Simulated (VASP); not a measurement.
VASP input:

**POSCAR**
```
BP
1
    3.2011286145     0.0000000000     0.0000000000
   -1.6005643073     2.7722583876    -0.0000000000
    0.0000000000    -0.0000000000     8.3572555122
B P
2 2
Direct
  0.3333330000   0.6666670000   0.2500000000
  0.6666670000   0.3333330000   0.7500000000
  0.6666670000   0.3333330000   0.2500000000
  0.3333330000   0.6666670000   0.7500000000
```

File KPOINTS:
```
Automatic mesh
0
Gamma
11 11 4
0 0 0
```

**INCAR**
```
# general
SYSTEM = BP
PREC   = Accurate
ENCUT  = 520
LREAL  = .False.
LASPH  = .True.

# electronic loop
EDIFF  = 1E-7
NELM   = 100
ALGO   = Normal

# smearing
ISMEAR = -5

# functional
GGA    = PS

# ions
ISIF   = 2

# output
LWAVE  = .False.
LCHARG = .True.
LORBIT = 11
NEDOS  = 601
```

POTCAR, in this order: B P (PBE.64 set). Program: vasp_std.

**Question.** Translate this PBEsol calculation to Quantum ESPRESSO's pw.x.

**Answer.** One equivalent input (not run):
```
&CONTROL
  calculation = 'scf'
  pseudo_dir = './pseudo'
  outdir = './out'
  tprnfor = .true.
  tstress = .true.
/
&SYSTEM
  ibrav = 0
  nat = 4
  ntyp = 2
  ecutwfc = 76
  occupations = 'tetrahedra'
  input_dft = 'pbesol'
/
&ELECTRONS
  conv_thr = 7.3e-09
  electron_maxstep = 100
/
ATOMIC_SPECIES
  B 10.810 B.upf
  P 30.974 P.upf
CELL_PARAMETERS angstrom
     3.2011286    0.0000000    0.0000000
    -1.6005643    2.7722584   -0.0000000
     0.0000000   -0.0000000    8.3572555
ATOMIC_POSITIONS crystal
  B    0.3333330  0.6666670  0.2500000
  B    0.6666670  0.3333330  0.7500000
  P    0.6666670  0.3333330  0.2500000
  P    0.3333330  0.6666670  0.7500000
K_POINTS automatic
  11 11 4 0 0 0
```
The two are equivalent in intent, not identical: the potentials are each code's own (VASP's PAW set, PseudoDojo norm-conserving files in pw.x), so ENCUT and ecutwfc are chosen apart and not converted; conv_thr bounds pw.x's estimated SCF error, while EDIFF bounds the energy change between steps.

The structure was generated: BP was put into the layered h-BN type type (P6_3/mmc), which need not be its known phase. It was relaxed first.
